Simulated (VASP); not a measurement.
All values below come from RPBE GGA, VASP's PBE PAW potentials (set 64) (plane waves; VASP).

VASP ran on this input.

POSCAR:
```
Ni3Si
1
    3.4978874248     0.0000000000     0.0000000000
    0.0000000000     3.4978874248     0.0000000000
    0.0000000000     0.0000000000     3.4978874248
Si Ni
1 3
Direct
  0.0000000000   0.0000000000   0.0000000000
  0.0000000000   0.5000000000   0.5000000000
  0.5000000000   0.0000000000   0.5000000000
  0.5000000000   0.5000000000   0.0000000000
```

**INCAR**
```
ALGO=Normal
EDIFF=1E-7
ENCUT=520
GGA=RP
ISIF=2
ISMEAR=1
LASPH=.TRUE.
LCHARG=.FALSE.
LMAXMIX=4
LREAL=.FALSE.
LWAVE=.FALSE.
NELM=100
PREC=Accurate
SIGMA=0.1
SYSTEM=Ni3Si
```

KPOINTS:
```
K-points
0
Gamma
9 9 9
0 0 0
```

POTCAR, in this order: Si Ni (PBE.64 set). Program: vasp_std.

### Question
What will the output report for the number of irreducible k-points (NKPTS), largest plane-wave count, number of space-group operations, FFT grid (NGX, NGY, NGZ)?

### Answer

| Quantity | Result |
|---|---|
| number of irreducible k-points (NKPTS) | 35 |
| largest plane-wave count | 1189 |
| number of space-group operations | 48 |
| FFT grid (NGX, NGY, NGZ) | 28 × 28 × 28 |

The compound is Ni3Si in the L1_2 structure. This cell is one point of a volume scan, at 0.97 of the reference volume. The run is not spin-polarised, so no magnetic state was tried.
